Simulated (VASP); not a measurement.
The system is Si3Ge.

```
CELL_PARAMETERS angstrom
3.95738 2.17838 3.28699
-3.96502 2.36358 3.16532
0.15656 -4.46215 3.16968
ATOMIC_POSITIONS crystal
Si 0.62049 0.10125 0.61854
Si 0.36268 0.36442 0.87458
Si 0.86307 0.37325 0.37992
Si 0.38181 0.88734 0.37815
Si 0.12825 0.61432 0.60733
Si 0.60902 0.62858 0.11631
Ge 0.85130 0.88848 0.90003
Ge 0.13007 0.16303 0.13516
```

The cell was built by a generator and needn't be a form met in nature.

```yaml
Program: VASP 6.6.1
Task: relaxation of cell and atoms
Functional: PBE
Potentials_or_basis: VASP PAW PBE potentials, release 64 (Si, Ge_d)
Cutoff: 520 eV
k_mesh: 4 × 4 × 4
Occupations: gaussian, width 0.15 eV
Spin: no spin polarisation
```

At the start: pressure 0.6 GPa; volume 21.37 Å³/atom.

Task: How do energy, volume and symmetry change on relaxing?

Result: Over 18 steps the energy falls by 126.7 meV/atom and the volume is 21.19 Å³/atom (-0.8 %); space group R-3m (No. 166, to 0.05 Å).

Step by step:
| step | energy change (eV) | largest force (eV/Å) | pressure (GPa) | volume (Å³) |
| --- | --- | --- | --- | --- |
| 1 | 0.0000 | 2.7822 | 0.61 | 170.94 |
| 2 | -0.7639 | 1.3250 | -1.41 | 172.75 |
| 3 | -0.7994 | 1.3403 | -1.43 | 172.45 |
| 4 | -0.9657 | 0.4434 | 0.35 | 168.14 |
| 5 | -0.9657 | 0.4393 | 0.47 | 168.17 |
| 6 | -0.9872 | 0.2081 | -0.08 | 169.18 |
| 7 | -0.9882 | 0.2141 | -0.22 | 169.45 |
| 8 | -0.9944 | 0.1711 | 0.00 | 168.95 |
| 9 | -0.9960 | 0.2645 | 0.43 | 168.18 |
| 10 | -0.9966 | 0.2381 | 0.25 | 168.43 |
| 11 | -1.0013 | 0.1530 | 0.30 | 168.63 |
| 12 | -1.0052 | 0.1358 | 0.39 | 168.89 |
| 13 | -1.0045 | 0.2805 | 0.42 | 169.43 |
| 14 | -1.0063 | 0.1982 | 0.01 | 169.15 |
| 15 | -1.0100 | 0.1528 | 0.05 | 169.38 |
| 16 | -1.0117 | 0.1116 | -0.05 | 169.65 |
| 17 | -1.0131 | 0.0494 | -0.17 | 169.57 |
| 18 | -1.0134 | 0.0260 | -0.11 | 169.53 |

Final structure:
```xyz
8
Lattice="3.9150 2.2591 3.1936 -3.9149 2.2614 3.1938 0.0000 -4.5190 3.1942" Properties=species:S:1:pos:R:3 pbc="T T T"
Si    1.8980   -1.1347    4.3713
Si   -0.0389   -2.2413    5.1908
Si    1.8981    1.0983    5.1836
Si   -1.9675    1.1004    5.1882
Si   -1.9741   -1.1312    4.3677
Si   -0.0350    2.2203    4.3733
Ge   -0.0358   -0.0131    8.3518
Ge   -0.0342   -0.0119    1.2275
```
